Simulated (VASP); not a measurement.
Here is the system:

```xyz
1
Lattice="0.0000 1.8320 1.8320 1.8320 0.0000 1.8320 1.8320 1.8320 0.0000" Properties=species:S:1:pos:R:3 pbc="T T T"
Cu     0.0000     0.0000     0.0000
```

These are optB88-vdW, VASP's PBE PAW potentials (set 64) (plane waves; VASP 6.6.1) values and carry that method's errors. Numerical set-up: 520 eV cut-off, 17×17×17 Γ-centred mesh, first-order Methfessel-Paxton smearing of 0.10 eV, potentials Cu.

**Question.** What does the run give for the energy per atom (σ→0), pressure, band gap (on the k-mesh) with the smallest direct gap where there is one?

**Answer.** 
- band gap (on the k-mesh): none (metal, semimetal or under 0.01 eV)
- energy per atom (σ→0): -730 meV/atom
- pressure: -4.02 GPa

Total energies compare only between runs with the same potentials, cut-off and functional.

The compound is Cu in the fcc structure. This cell is one point of a volume scan, at 1.03 of the reference volume.
